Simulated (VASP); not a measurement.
Data:

```
Se
1.0
    1.81994    -3.15222     0.00000
    1.81994     3.15222     0.00000
    0.00000     0.00000     5.12260
Se
3
Cartesian
  0.51423   0.89067   3.41507
  2.61141   0.00000   0.00000
  0.51423  -0.89067   1.70753
```

These are LDA (Ceperley-Alder, Perdew-Zunger), VASP's LDA PAW potentials (set 64) (plane waves; VASP 6.6.1) values and carry that method's errors. Settings: 500 eV cut-off, 7×7×5 Γ-centred mesh, Gaussian smearing of 0.050 eV, potentials Se.

Energy and stress use the plane-wave basis of the starting cell.

Problem. The ions, cell shape and volume at an external pressure of 20.0 GPa are relaxed. Predict the relaxed structure.

Solution. 
```
Se
1.0
    1.74797    -3.02758     0.00000
    1.74797     3.02758     0.00000
    0.00000     0.00000     5.09333
Se
3
Direct
  0.00000   0.29480   0.66667
  0.70520   0.70520   0.00000
  0.29480   0.00000   0.33333
```
Space group P3_121 (152), at a tolerance of 0.03 Å.

Problem. How do energy and volume change from the first to the last step?

Solution. The energy (σ→0) changes by +147.2 meV/atom and the volume by -8.3 %, in 10 ionic steps.

```tsv
step	E(σ→0) (eV)	max force (eV/Å)	pressure (GPa)	volume (Å³)
1	-12.2179	0.007	9.97	58.78
2	-10.7488	0.912	42.48	48.95
3	-11.8668	0.303	19.63	54.91
4	-11.8526	0.313	19.97	54.79
5	-11.8264	0.206	20.01	54.42
6	-11.7621	0.063	20.30	53.81
7	-11.7985	0.022	19.40	54.09
8	-11.7906	0.031	19.59	54.03
9	-11.7831	0.020	19.80	53.96
10	-11.7764	0.010	19.98	53.91
```

The compound is Se in the trig structure. This run relaxes it under an external pressure of 20 GPa. Symmetry was kept, so distortions that lower it aren't found.
